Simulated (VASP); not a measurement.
An input for Quantum ESPRESSO's pw.x (written as the equivalent of a VASP run, and not itself run):

```
&CONTROL
  calculation = 'vc-relax'
  pseudo_dir = './pseudo'
  outdir = './out'
  tprnfor = .true.
  tstress = .true.
  nstep = 60
  forc_conv_thr = 0.00039
/
&SYSTEM
  ibrav = 0
  nat = 2
  ntyp = 1
  ecutwfc = 84
  occupations = 'smearing'
  smearing = 'methfessel-paxton'
  degauss = 0.00735
  input_dft = 'vdw-df-obk8'
/
&ELECTRONS
  conv_thr = 7.3e-08
  electron_maxstep = 100
/
&IONS
/
&CELL
/
ATOMIC_SPECIES
  Ti 47.867 Ti.upf
CELL_PARAMETERS angstrom
     1.4593049   -2.5275902    0.0000000
     1.4593049    2.5275902   -0.0000000
    -0.0000000    0.0000000    4.6284640
ATOMIC_POSITIONS crystal
  Ti   0.3333330  0.6666670  0.2500000
  Ti   0.6666670  0.3333330  0.7500000
K_POINTS automatic
  13 13 7 0 0 0
```

### Question
Translate this input to VASP (INCAR, KPOINTS, POSCAR, choice of POTCAR).

### Answer
One answer among several that fit: 
**INCAR**
```
AGGAC  =  0.0
ALGO  =  Normal
EDIFF  =  1E-6
EDIFFG  =  -0.01
ENCUT  =  520
GGA  =  BO
IBRION  =  2
ISIF  =  3
ISMEAR  =  1
LASPH  =  .True.
LCHARG  =  .False.
LMAXMIX  =  4
LREAL  =  .False.
LUSE_VDW  =  .True.
LWAVE  =  .False.
NELM  =  100
NSW  =  60
PARAM1  =  0.1833333333
PARAM2  =  0.22
PREC  =  Accurate
SIGMA  =  0.1
SYSTEM  =  Ti
```

### KPOINTS
```
Automatic mesh
0
G
13 13 7
```

File POSCAR:
```
Ti
1
    1.4593048778    -2.5275902491     0.0000000000
    1.4593048778     2.5275902491    -0.0000000000
   -0.0000000000     0.0000000000     4.6284639996
Ti
2
Direct
  0.3333330000   0.6666670000   0.2500000000
  0.6666670000   0.3333330000   0.7500000000
```

POTCAR, in this order: Ti_sv (PBE.64 set). Program: vasp_std.

Limits of the translation: the potentials are each code's own (VASP's PAW set, PseudoDojo norm-conserving files in pw.x), so ENCUT and ecutwfc are chosen apart and not converted; conv_thr bounds pw.x's estimated SCF error, while EDIFF bounds the energy change between steps; forc_conv_thr acts on force components and is met together with etot_conv_thr.

The compound is Ti in the hcp structure. This run relaxes it. Symmetry was kept, so distortions that lower it aren't found. The start is the result of an earlier pass.
